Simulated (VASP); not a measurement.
Ir:

```xyz
1
Lattice="0.0000 1.9270 1.9270 1.9270 0.0000 1.9270 1.9270 1.9270 0.0000" Properties=species:S:1:pos:R:3 pbc="T T T"
Ir    0.0000    0.0000    0.0000
```

| Item | Value |
| --- | --- |
| Program | VASP 6.6.1 |
| Task | relaxation of cell and atoms |
| Functional | PBE |
| Potentials or basis | VASP PAW PBE potentials, release 64 (Ir) |
| Cutoff | 600 eV |
| k mesh | 18 × 18 × 18 |
| Occupations | gaussian, width 0.1 eV |
| Spin | no spin polarisation |

At the start: pressure 5.3 GPa; volume 14.31 Å³/atom.

Q: Where does the relaxation end?

A: Over 4 steps the energy falls by 3.4 meV/atom and the volume is 14.52 Å³/atom (+1.5 %); space group Fm-3m (No. 225, to 0.05 Å).

Step by step:
```csv
step,energy change (eV),largest force (eV/Å),pressure (GPa),volume (Å³)
1,0.0000,0.0000,5.30,14.31
2,0.0390,0.0000,-16.19,15.31
3,-0.0034,0.0000,-0.10,14.53
4,-0.0034,0.0000,0.00,14.52
```

Final structure:
```
CELL_PARAMETERS angstrom
0.00000 1.93638 1.93638
1.93638 0.00000 1.93638
1.93638 1.93638 0.00000
ATOMIC_POSITIONS crystal
Ir 0.00000 0.00000 0.00000
```
